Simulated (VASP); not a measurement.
Output of a VASP run:

**OSZICAR**
```
...
DAV:   3    -0.855993969274E+01   -0.13742E+02   -0.13704E+02  2072   0.187E+02
DAV:   4    -0.880877642828E+01   -0.24884E+00   -0.24878E+00  2219   0.306E+01
DAV:   5    -0.881146359052E+01   -0.26872E-02   -0.26871E-02  2219   0.285E+00    0.436E+00
DAV:   6    -0.219440660195E+02   -0.13133E+02   -0.40619E+01  1768   0.748E+01    0.879E+00
DAV:   7    -0.219279235340E+02    0.16142E-01   -0.75665E-01  2243   0.149E+01    0.101E+01
DAV:   8    -0.219508786619E+02   -0.22955E-01   -0.49267E-01  2024   0.174E+01    0.869E+00
DAV:   9    -0.210107821927E+02    0.94010E+00   -0.60383E+00  1725   0.606E+01    0.297E+00
DAV:  10    -0.213051204501E+02   -0.29434E+00   -0.11512E+00  2750   0.209E+01    0.417E+00
DAV:  11    -0.210901378126E+02    0.21498E+00   -0.39808E-01  2310   0.129E+01    0.240E+00
DAV:  12    -0.209834153076E+02    0.10672E+00   -0.41860E-01  1708   0.158E+01    0.485E-01
DAV:  13    -0.209853935156E+02   -0.19782E-02   -0.55861E-02  2515   0.512E+00    0.437E-01
DAV:  14    -0.209816029215E+02    0.37906E-02   -0.14700E-02  2163   0.296E+00    0.180E-01
DAV:  15    -0.209817616314E+02   -0.15871E-03   -0.14890E-03  2518   0.856E-01    0.105E-01
DAV:  16    -0.209816503109E+02    0.11132E-03   -0.47849E-04  1996   0.584E-01    0.319E-02
DAV:  17    -0.209816702579E+02   -0.19947E-04   -0.46413E-05  2190   0.142E-01    0.263E-02
DAV:  18    -0.209816729898E+02   -0.27320E-05   -0.75750E-05  2457   0.219E-01    0.780E-03
DAV:  19    -0.209816737657E+02   -0.77585E-06   -0.43385E-06  1967   0.448E-02
   1 F= -.20981674E+02 E0= -.20981743E+02  d E =-.209817E+02
       N       E                     dE             d eps       ncg     rms          rms(c)
DAV:   1    -0.219775421085E+02   -0.99587E+00   -0.13624E+01  1680   0.885E+01    0.804E+00
DAV:   2    -0.214177429049E+02    0.55980E+00   -0.88744E+00  1694   0.817E+01    0.392E+00
DAV:   3    -0.210354640214E+02    0.38228E+00   -0.22057E+00  1723   0.586E+01    0.181E+00
DAV:   4    -0.209993716852E+02    0.36092E-01   -0.11498E-01  2377   0.854E+00    0.779E-01
DAV:   5    -0.209876015370E+02    0.11770E-01   -0.68859E-03  2707   0.182E+00    0.100E-01
DAV:   6    -0.209878058995E+02   -0.20436E-03   -0.27232E-03  2185   0.148E+00    0.654E-02
DAV:   7    -0.209878833808E+02   -0.77481E-04   -0.55139E-04  2305   0.754E-01    0.876E-03
DAV:   8    -0.209878978686E+02   -0.14488E-04   -0.62006E-05  2496   0.241E-01    0.964E-03
DAV:   9    -0.209879085982E+02   -0.10730E-04   -0.11186E-05  2557   0.113E-01    0.109E-03
DAV:  10    -0.209879085949E+02    0.32319E-08   -0.33736E-07   966   0.193E-02
   2 F= -.20987909E+02 E0= -.20987961E+02  d E =-.623483E-02
       N       E                     dE             d eps       ncg     rms          rms(c)
DAV:   1    -0.211288857587E+02   -0.14098E+00   -0.20782E+00  1680   0.365E+01    0.286E+00
DAV:   2    -0.210374675164E+02    0.91418E-01   -0.10025E+00  1694   0.270E+01    0.131E+00
DAV:   3    -0.210019372086E+02    0.35530E-01   -0.29293E-01  1715   0.165E+01    0.838E-01
DAV:   4    -0.209937996709E+02    0.81375E-02   -0.17928E-02  2000   0.417E+00    0.306E-01
DAV:   5    -0.209917490578E+02    0.20506E-02   -0.18298E-03  2629   0.851E-01    0.156E-02
DAV:   6    -0.209918105387E+02   -0.61481E-04   -0.16809E-04  2025   0.274E-01    0.141E-02
DAV:   7    -0.209918182002E+02   -0.76615E-05   -0.33634E-05  2561   0.188E-01    0.278E-03
DAV:   8    -0.209918185420E+02   -0.34188E-06   -0.52797E-06  2044   0.513E-02
   3 F= -.20991819E+02 E0= -.20991902E+02  d E =-.101448E-01
```

### OUTCAR
```
------------------------ aborting loop because EDIFF is reached ----------------------------------------
  FORCE on cell =-STRESS in cart. coord.  units (eV):
  Direction    XX          YY          ZZ          XY          YZ          ZX
  --------------------------------------------------------------------------------------
  Total        0.0194117      0.0194117      0.0194117      0.0000000      0.0000000     -0.0000000
  in kB        1.2488376      1.2488376      1.2488376      0.0000000      0.0000000     -0.0000000
  external PRESSURE =       1.2488376 kB  Pullay stress =       0.0000000 kB
  volume of cell :       24.90
      direct lattice vectors                 reciprocal lattice vectors
     2.920268276 -0.000000000 -0.000000000     0.342434292  0.000000000  0.000000000
    -0.000000000  2.920268276  0.000000000     0.000000000  0.342434292  0.000000000
    -0.000000000 -0.000000000  2.920268276     0.000000000 -0.000000000  0.342434292
 POSITION                                       TOTAL-FORCE (eV/Angst)
 -----------------------------------------------------------------------------------
      1.46013      1.46013      1.46013        -0.000000     -0.000000      0.000000
      0.00000      0.00000      0.00000         0.000000      0.000000      0.000000
 -----------------------------------------------------------------------------------
    total drift:                                0.000000      0.000000     -0.000000
  FREE ENERGIE OF THE ION-ELECTRON SYSTEM (eV)
  ---------------------------------------------------
  free  energy   TOTEN  =       -20.9918185420 eV

  energy  without entropy=      -20.9920692278  energy(sigma->0) =      -20.99190210

 reached required accuracy - stopping structural energy minimisation
```
(Selected blocks of OUTCAR.)

### POSCAR
```
CuZn
1
    2.9500000000     0.0000000000     0.0000000000
    0.0000000000     2.9500000000     0.0000000000
    0.0000000000     0.0000000000     2.9500000000
Zn Cu
1 1
Direct
  0.5000000000   0.5000000000   0.5000000000
  0.0000000000   0.0000000000   0.0000000000
```

Question: Write an INCAR and KPOINTS that could have produced this output.

Answer: This is not unique; one that fits is the input of the run itself, TPSS meta-GGA, plane waves, VASP's PBE PAW potentials (set 64).

INCAR:
```
SYSTEM = CuZn
PREC = Accurate
ENCUT = 520
EDIFF = 1E-6
NELM = 100
ALGO = Normal
LREAL = .FALSE.
LASPH = .TRUE.
ISMEAR = 1
SIGMA = 0.1
METAGGA = TPSS
LMIXTAU = .TRUE.
LMAXMIX = 4
LWAVE = .FALSE.
LCHARG = .FALSE.
IBRION = 2
ISIF = 3
NSW = 60
EDIFFG = -0.01
```

**KPOINTS**
```
K-points
0
Gamma
  11 11 11
```

POTCAR, in this order: Zn Cu (PBE.64 set). Program: vasp_std.

Energy and stress use the plane-wave basis of the starting cell.

The compound is CuZn in the CsCl type structure. This run relaxes it. Symmetry was kept, so distortions that lower it aren't found. The electron count is odd and the run is not spin-polarised, which forces a metal.
